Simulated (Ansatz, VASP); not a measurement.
# TaN: VASP beside Ansatz, part 2 of 2

Wanted: the spread between two codes on one cell, functional and k mesh. Of the first pair: The structure shown is the end of the Ansatz relaxation below.

VASP 6.6.1 and Ansatz 0.2.0.

So far. Step 3 (VASP: single point, PBEsol): The run ends at a pressure of -1.85 GPa.

**5. VASP: zone-centre phonons, PBEsol**

Level of this step: PBEsol; plane waves and PAW (N, Ta_pv) (VASP).

Second derivatives magnify differences that forces hide, and they need a tight electronic threshold. The cell compared in this pair holds 19.92 Å³, against 21.39 Å³ for the pair before.

Input file INCAR:

```
SYSTEM = TaN
PREC = Accurate
ENCUT = 600
EDIFF = 1E-08
NELM = 120
ISMEAR = 1
SIGMA = 0.2
LREAL = .FALSE.
ALGO = Normal
GGA = PS
NBANDS = 14
LASPH = .TRUE.
LORBIT = 11
LWAVE = .FALSE.
LCHARG = .FALSE.
ISIF = 2
IBRION = 8
GGA_COMPAT = .FALSE.
KPAR = 2
```

Input file POSCAR:

```
TaN
1.0
    2.8068781146      0.0000000000      0.0000000000
   -1.4034390573      2.4308277526      0.0000000000
    0.0000000000      0.0000000000      2.9188570892
N Ta
1 1
Direct
    0.6666666667      0.3333333333      0.0000000000
    0.0000000000      1.0000000000      0.5000000000
```

Input file KPOINTS:

```
Automatic mesh
0
Gamma
18 18 16
0 0 0
```

Potentials, in the order of the species: N and Ta_pv (PBE family, release 64).

Started as:

```console
$ mpirun -np 2 vasp_std
```

Numbers of over 12 decimals in the logs are rounded to 6 here.

The program printed:

```text
[banner, memory and clock lines left out]
running    2 mpi-ranks, on    1 nodes
[...]
[... a notice as in an earlier step ...]

 LDA part: xc-table for (Slater+PW92), standard interpolation
 POSCAR, INCAR and KPOINTS ok, starting setup
[...]
entering main loop
       N       E                     dE             d eps       ncg     rms          rms(c)
DAV:   1     0.103346397821E+03    0.10335E+03   -0.98146E+03  9324   0.135E+03
DAV:   2    -0.223774369164E+02   -0.12572E+03   -0.11891E+03 11238   0.351E+02
DAV:   3    -0.258747779490E+02   -0.34973E+01   -0.34761E+01 10878   0.580E+01
DAV:   4    -0.258918054987E+02   -0.17028E-01   -0.17025E-01 11130   0.424E+00
[...]
DAV:  13    -0.236058837157E+02    0.25029E-07   -0.22321E-08 10190   0.171E-03    0.133E-03
DAV:  14    -0.236058836629E+02    0.52803E-07   -0.45418E-09  9024   0.758E-04    0.151E-04
DAV:  15    -0.236058836545E+02    0.83364E-08   -0.50526E-10  6648   0.268E-04
   1 F= -.23605884E+02 E0= -.23605921E+02  d E =0.113282E-03
[...]
RMM:  13    -0.151854340867E+00   -0.17427E-07   -0.21914E-08 83684   0.323E-05    0.159E-06
RMM:  14    -0.151854352607E+00   -0.11740E-07   -0.31536E-08 70685   0.201E-05    0.888E-07
RMM:  15    -0.151854352114E+00    0.49315E-09   -0.43955E-09 50938   0.133E-05    0.846E-07
 first order change of Fermi-energy  -0.60976E-04
 force on displaced ion       2 direction 1 : -15.848   0.000   0.000
 Linear response progress:
  Degree of freedom:   4/  4
       N       E                     dE             d eps       ncg     rms          rms(c)
RMM:   1    -0.158334275379E+00   -0.15833E+00    0.97001E+00 14951   0.242E+01
RMM:   2    -0.187148647535E+00   -0.28814E-01   -0.28164E-02 22228   0.154E+00    0.138E-01
RMM:   3    -0.186632403742E+00    0.51624E-03   -0.19721E-03 26464   0.294E-01    0.744E-02
RMM:   4    -0.186179333070E+00    0.45307E-03   -0.19533E-04 27197   0.101E-01    0.182E-02
[...]
RMM:  14    -0.186050654662E+00   -0.38166E-07   -0.50185E-08 28169   0.319E-05    0.235E-06
RMM:  15    -0.186050688498E+00   -0.33836E-07   -0.28780E-08 28325   0.230E-05    0.733E-07
RMM:  16    -0.186050693349E+00   -0.48513E-08   -0.17050E-08 25971   0.141E-05    0.714E-07
 first order change of Fermi-energy  -0.12939E-02
 force on displaced ion       2 direction 3 :   0.000  -0.000 -17.146
 Linear response finished
```

OUTCAR, selected parts (step 5):

```text
  Total        4.9647403      4.9647403      0.1629707      0.0000000      0.0000000     -0.0000000
  in kB      399.4078021    399.4078021     13.1108108      0.0000000      0.0000000     -0.0000000
  external PRESSURE =     270.6421384 kB  Pullay stress =       0.0000000 kB

 POSITION                                       TOTAL-FORCE (eV/Angst)
 -----------------------------------------------------------------------------------
      1.40344      0.81028      0.00000         0.000000      0.000000      0.000000
      0.00000      0.00000      1.45943         0.000000     -0.000000      0.000000
 -----------------------------------------------------------------------------------
    total drift:                               -0.000000      0.000000      0.000000

[... 1 part as in an earlier step ...]

[... 1 further part left out ...]
```

**6. Ansatz: zone-centre phonons, PBEsol**

The same cell, functional, mesh and smearing now go to Ansatz, which takes its cutoff from its data sets.

The cell is taken from a series of runs on this material, whose earlier steps may have relaxed, scaled, displaced or heated it; both programs get it as it stands.

Input file input.yaml:

```yaml
crystal:
  lattice:
    - [2.8068781146, 0.0, 0.0]
    - [-1.4034390573, 2.4308277526, 0.0]
    - [0.0, 0.0, 2.9188570892]
  atoms:
    - { symbol: "N", position: [0.6666666667, 0.3333333333, 0.0] }
    - { symbol: Ta, position: [0.0, 0.0, 0.5] }
kpoints:
  mp_grid: { grid: [18, 18, 16] }
hamiltonian:
  xc: pbesol
  pseudopotentials: { kind: paw, azcp: { folder: soft_1 }, xc_functional: pbe }
scf:
  occupations: { method: methfessel_paxton, width: 0.2 }
output:
  eigenvalues: true
phonons:
  method: dfpt
```

Started as:

```console
$ ansatz run input.yaml --threads 4 --pin off --max-ram 10240MiB --backend cpu --events-out ev --progress --plain --runs-dir out
```

The program printed:

```text
zone centre: on kpoints.mp_grid the ground state, and the responses unless they are solved on pairs of k-points, stand on 819 of the mesh's 5184 k-points, reduced under 4 symmetry operations, with k and −k counted as one. Each operation leaves every solved displacement unchanged or reverses it
[...]
Crystal: 2 atoms, lattice volume = 19.915 Å³
[...]
k mesh reduced under 4 symmetry operations, with k and −k counted as one. Each operation leaves every solved displacement unchanged or reverses it
  ASR residual: 4.933e-5 → 0.000e0 eV/Å²; symmetrization residual: 1.076e-6 eV/Å²
  ASR residual per site (eV/Å²): 4.93e-5 1.95e-5
  Γ frequencies (cm⁻¹): 0.00 0.00 0.00 572.42 572.42 595.21
  non-analytic LO–TO correction: not included (Born effective charges unavailable; polar crystals: no LO–TO splitting at Γ)
[key lines of the parts left out:]
SCF converged after 8 iterations
Free energy (F): -10188.367127 eV
Fermi energy:    21.697706 eV
```

**7. Comparison**

What differs besides the data sets and the points named for the pairs above, as far as they apply: the data sets hold 18 valence electrons in Ansatz (on its PAW soft_1 files) and 16 in VASP. Total energies have different zeros and are not compared.

The two programs side by side:

```csv
quantity,Ansatz,VASP,difference
optical mode 1 to 2 (cm⁻¹),572.4,575.7,-0.57 %
optical mode 3 (cm⁻¹),595.2,598.8,-0.61 %
```

Modes are paired by rising frequency, not by their patterns, so a pair may set unlike modes beside each other; they are those without the splitting of longitudinal modes.

**8. Outcome**

| Item | Value |
| --- | --- |
| difference in pressure (single point, PBEsol) | -0.76 GPa |
| r.m.s. difference of the optical zone-centre modes, each program's sorted by frequency (zone-centre phonons, PBEsol) | 3.4 cm⁻¹ |
| difference in optical mode 3 (zone-centre phonons, PBEsol) | -0.6 % |

In words: The difference in pressure is -0.76 GPa (single point, PBEsol), within the 1 GPa picked in this series as the mark of a large difference. The data sets hold unlike numbers of valence electrons (18 in Ansatz and 16 in VASP), so part of the differences comes from the potentials. Among the rows given in per cent, the largest difference of the zone-centre phonons, PBEsol pair is in optical mode 3, -0.6 %. How closely two codes agree says nothing of how well the functional describes the real material.

[Lines on the potential files, build, host, timing and source positions are cut from VASP's logs without a mark.]

[Logs are printed without paths, hosts, clocks, repeated set-up lines and the standing remarks that a program may print on its own settings, such as how far it seeks lower states.]

[Hosts, paths, dates, database ids (printed as entryN), source tags and the programs' standing remarks are cut or masked in the printed files.]
